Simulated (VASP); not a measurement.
Data:

```yaml
crystal:
  lattice:
    - [0.00000, 1.81917, 1.81917]
    - [1.81917, 0.00000, 1.81917]
    - [1.81917, 1.81917, 0.00000]
  atoms:
    - { symbol: C, position: [0.00000, 0.00000, 0.00000] }
    - { symbol: C, position: [0.25000, 0.25000, 0.25000] }
```

Computed with PBE GGA, VASP's PBE PAW potentials (set 64) (plane waves; VASP 6.6.1). Settings: 520 eV cut-off, 9×9×9 Γ-centred mesh, Gaussian smearing of 0.050 eV, potentials C.

Give the stress tensor in GPa (positive for a compressed cell).

```
-21.22    0.00    0.00
  0.00  -21.22    0.00
  0.00    0.00  -21.22
```
The pressure is its mean diagonal, -21.22 GPa.

The compound is C in the diamond structure. The cell was not relaxed at this level.
